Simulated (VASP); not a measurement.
OSZICAR of a VASP run on SrSi$_{3}$Ni (space group I4mm):

File OSZICAR:
```
       N       E                     dE             d eps       ncg     rms          rms(c)
DAV:   1     0.133397765398E+03    0.13340E+03   -0.12514E+04  3000   0.129E+03
DAV:   2    -0.477590628738E+02   -0.18116E+03   -0.17411E+03  3028   0.310E+02
DAV:   3    -0.634472267930E+02   -0.15688E+02   -0.14965E+02  4916   0.843E+01
DAV:   4    -0.642091655849E+02   -0.76194E+00   -0.75452E+00  4336   0.158E+01
DAV:   5    -0.642267482554E+02   -0.17583E-01   -0.17577E-01  4304   0.241E+00    0.305E+01
DAV:   6    -0.691254847624E+02   -0.48987E+01   -0.12276E+02  3588   0.200E+02    0.396E+01
DAV:   7    -0.563829781294E+02    0.12743E+02   -0.31730E+01  3508   0.102E+02    0.123E+01
DAV:   8    -0.555935539601E+02    0.78942E+00   -0.13269E+01  4508   0.623E+01    0.987E+00
DAV:   9    -0.553658815652E+02    0.22767E+00   -0.25303E+00  4452   0.236E+01    0.280E+00
DAV:  10    -0.555539137446E+02   -0.18803E+00   -0.45007E-01  3376   0.479E+00    0.257E+00
DAV:  11    -0.555467646610E+02    0.71491E-02   -0.10810E-01  3432   0.341E+00    0.179E+00
DAV:  12    -0.555845799185E+02   -0.37815E-01   -0.39068E-02  3664   0.175E+00    0.724E-01
DAV:  13    -0.555836958319E+02    0.88409E-03   -0.13380E-02  4724   0.183E+00    0.121E-01
DAV:  14    -0.555837285696E+02   -0.32738E-04   -0.24095E-03  3408   0.491E-01    0.123E-01
DAV:  15    -0.555837670219E+02   -0.38452E-04   -0.16396E-03  3480   0.665E-01    0.994E-02
DAV:  16    -0.555839509581E+02   -0.18394E-03   -0.50898E-04  3480   0.406E-01    0.345E-02
DAV:  17    -0.555840193551E+02   -0.68397E-04   -0.45688E-05  3540   0.626E-02    0.460E-03
DAV:  18    -0.555840231713E+02   -0.38162E-05   -0.50199E-06  3488   0.206E-02    0.562E-03
DAV:  19    -0.555840230115E+02    0.15982E-06   -0.43642E-07  1988   0.793E-03
   1 F= -.55584023E+02 E0= -.55584179E+02  d E =-.555840E+02
       N       E                     dE             d eps       ncg     rms          rms(c)
DAV:   1    -0.555841155937E+02   -0.92422E-04   -0.66044E-03  3068   0.579E-01    0.619E-02
DAV:   2    -0.555841735827E+02   -0.57989E-04   -0.58024E-04  4236   0.428E-01    0.768E-02
DAV:   3    -0.555841162242E+02    0.57359E-04   -0.32067E-04  4232   0.352E-01    0.256E-02
DAV:   4    -0.555841123634E+02    0.38608E-05   -0.28640E-05  3736   0.706E-02    0.676E-03
DAV:   5    -0.555841123772E+02   -0.13835E-07   -0.40364E-06  3188   0.188E-02
   2 F= -.55584112E+02 E0= -.55584257E+02  d E =-.893657E-04
       N       E                     dE             d eps       ncg     rms          rms(c)
DAV:   1    -0.555841507264E+02   -0.38363E-04   -0.85266E-03  3024   0.662E-01    0.713E-02
DAV:   2    -0.555842327788E+02   -0.82052E-04   -0.80069E-04  4204   0.507E-01    0.912E-02
DAV:   3    -0.555841516482E+02    0.81131E-04   -0.44074E-04  4228   0.412E-01    0.289E-02
DAV:   4    -0.555841471554E+02    0.44929E-05   -0.38779E-05  3708   0.797E-02    0.798E-03
DAV:   5    -0.555841473668E+02   -0.21149E-06   -0.58435E-06  3348   0.222E-02
   3 F= -.55584147E+02 E0= -.55584280E+02  d E =-.124355E-03
```

Problem. Which electronic solver shows in the log?

Solution. It is blocked Davidson (ALGO = Normal, or the opening steps of other solvers). The INCAR had ALGO = Normal.

Problem. How was spin treated?

Solution. Without spin polarisation: there is no mag entry.

Problem. Can the final energy be trusted as converged?

Solution. The calculation finished and met its thresholds. It stopped with EDIFF = 1E-6, NELM = 100, NSW = 60 and EDIFFG = -0.02 after 3 ionic steps (r2SCAN meta-GGA, plane waves, VASP's PBE PAW potentials (set 64)).

The structure comes from a computed database's SrSi3Ni entry (I4mm); how it stands against other phases isn't given here. This run relaxes it. Symmetry was kept, so distortions that lower it aren't found. The start is the result of an earlier pass. The run is not spin-polarised, so no magnetic state was tried.
